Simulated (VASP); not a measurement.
OSZICAR of a VASP run on RuAl (CsCl type):

File OSZICAR:
```
       N       E                     dE             d eps       ncg     rms          rms(c)
DAV:   1     0.107461169553E+03    0.10746E+03   -0.89422E+03  2040   0.124E+03
DAV:   2    -0.126007072093E+02   -0.12006E+03   -0.11532E+03  2196   0.337E+02
DAV:   3    -0.149126710264E+02   -0.23120E+01   -0.22485E+01  2396   0.474E+01
DAV:   4    -0.149364861854E+02   -0.23815E-01   -0.23807E-01  2288   0.484E+00
DAV:   5    -0.149371081030E+02   -0.62192E-03   -0.62190E-03  2492   0.696E-01    0.120E+01
DAV:   6    -0.143571802403E+02    0.57993E+00   -0.36811E+00  2148   0.219E+01    0.238E+00
DAV:   7    -0.142811729199E+02    0.76007E-01   -0.29521E-01  2140   0.645E+00    0.202E+00
DAV:   8    -0.142650988878E+02    0.16074E-01   -0.18602E-02  2160   0.135E+00    0.202E-01
DAV:   9    -0.142649753009E+02    0.12359E-03   -0.25639E-04  2436   0.149E-01    0.130E-01
DAV:  10    -0.142649722072E+02    0.30938E-05   -0.32721E-05  2440   0.770E-02    0.857E-03
DAV:  11    -0.142649707804E+02    0.14267E-05   -0.20078E-06  2396   0.186E-02    0.535E-03
DAV:  12    -0.142649701952E+02    0.58526E-06   -0.72283E-08  1280   0.265E-03    0.200E-04
DAV:  13    -0.142649702076E+02   -0.12405E-07   -0.89068E-09  1060   0.888E-04
   1 F= -.14264970E+02 E0= -.14264854E+02  d E =-.347911E-03
```

Q: Which electronic solver shows in the log?

A: It is blocked Davidson (ALGO = Normal, or the opening steps of other solvers). The INCAR had ALGO = Normal.

Q: Can the final energy be trusted as converged?

A: Self-consistency was reached. It stopped with EDIFF = 1E-7, NELM = 100 (PBE GGA, plane waves, VASP's PBE PAW potentials (set 64)).

The compound is RuAl in the CsCl type structure. It was relaxed first. The electron count is odd and the run is not spin-polarised, which forces a metal.
